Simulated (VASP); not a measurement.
Here is a VASP 6.6.1 calculation.

Contents of INCAR:

```
PREC = Accurate ; ENCUT = 520
EDIFF = 1E-8 ; ISMEAR = -1
SIGMA = 0.05 ; LREAL = F
LASPH = T ; NELM = 60
ALGO = Fast ; ISIF = 2
LWAVE = F ; LCHARG = F
GGA = PE ; LEFG = T
KPAR = 4
```

File KPOINTS:

```
regular mesh
0
Gamma
  8 6 6
```

Contents of POSCAR:

```
HPbNO4
1.0
    4.2753100000     -0.0004000000      0.0063600000
   -2.0839900000      5.2077500000     -0.0490700000
   -2.1237700000     -1.8657400000      4.9149100000
H Pb N O
1 1 1 4
Direct
    0.9907300000      0.0333000000      0.9099400000
    0.5027400000      0.8198900000      0.1428700000
    0.0083800000      0.4740800000      0.5026500000
    0.9981600000      0.9274100000      0.0287700000
    0.1946700000      0.7343500000      0.6085200000
    0.8167300000      0.3588200000      0.2455600000
    0.0138100000      0.3312100000      0.6521700000
```

Potentials or basis: VASP PAW PBE potentials, release 64 (H, Pb_d, N, O).

Command:

```console
$ cat potpaw_PBE.64/H/POTCAR potpaw_PBE.64/Pb_d/POTCAR potpaw_PBE.64/N/POTCAR potpaw_PBE.64/O/POTCAR > POTCAR
$ mpirun -np 4 vasp_std > vasp.out
```

(1) Predict the pressure.

(2) Estimate the largest force.

(3) What does it give for the band gap on the k mesh?

Answers

(1) 0.6 GPa.

(2) 0.387 eV/Å.

(3) 2.79 eV, indirect (least direct gap 3.13 eV).

Caveat: spin-orbit coupling is left out, which as a rule narrows the gap of such compounds by several tenths of an eV.
